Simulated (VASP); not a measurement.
```xyz
3
Lattice="1.8900 -3.2735 0.0000 1.8900 3.2735 0.0000 0.0000 0.0000 6.0286" Properties=species:S:1:pos:R:3 pbc="T T T"
Zr     0.0000     0.0000     0.0000
S      1.8900     1.0912     1.4505
S      1.8900    -1.0912     4.5781
```

These are vdW-DF2, VASP's PBE PAW potentials (set 64) (plane waves; VASP) values and carry that method's errors. Run with 520 eV cut-off, Gaussian smearing of 0.050 eV, potentials Zr_sv S.

Problem. Give the energies of bands 7 to 15 at the high-symmetry points, in eV from the valence-band maximum.

Solution. 
```json
[
 {"band": "7", "Γ": "-3.94", "M": "-3.96", "K": "-3.18", "A": "-3.00", "L": "-4.06", "H": "-3.17"},
 {"band": "8", "Γ": "-2.68", "M": "-2.37", "K": "-3.03", "A": "-2.64", "L": "-2.91", "H": "-3.17"},
 {"band": "9", "Γ": "-2.68", "M": "-2.35", "K": "-3.03", "A": "-2.64", "L": "-2.48", "H": "-2.88"},
 {"band": "10", "Γ": "-0.20", "M": "-2.19", "K": "-1.87", "A": "-1.57", "L": "-2.05", "H": "-1.82"},
 {"band": "11", "Γ": "-0.20", "M": "-1.63", "K": "-1.87", "A": "-0.31", "L": "-1.01", "H": "-1.65"},
 {"band": "12", "Γ": "-0.01", "M": "-1.23", "K": "-1.36", "A": "-0.31", "L": "-0.73", "H": "-1.65"},
 {"band": "13", "Γ": "1.49", "M": "1.19", "K": "2.00", "A": "1.47", "L": "1.07", "H": "2.09"},
 {"band": "14", "Γ": "1.49", "M": "2.87", "K": "2.89", "A": "1.47", "L": "2.86", "H": "2.69"},
 {"band": "15", "Γ": "2.28", "M": "3.08", "K": "2.89", "A": "2.51", "L": "3.08", "H": "2.69"}
]
```

The gap is indirect, 1.07 eV, from the valence maximum at K-Γ at 0.89 to the conduction minimum at L.

Measured: gap 1.70 eV (computed value off by -0.63 eV), as given by Miłosz Rybak et al., Nanomaterials (2022), arXiv:2210.12074.

The compound is ZrS2 in the 1T layered structure. It was relaxed first, which changed the volume by +10 %.
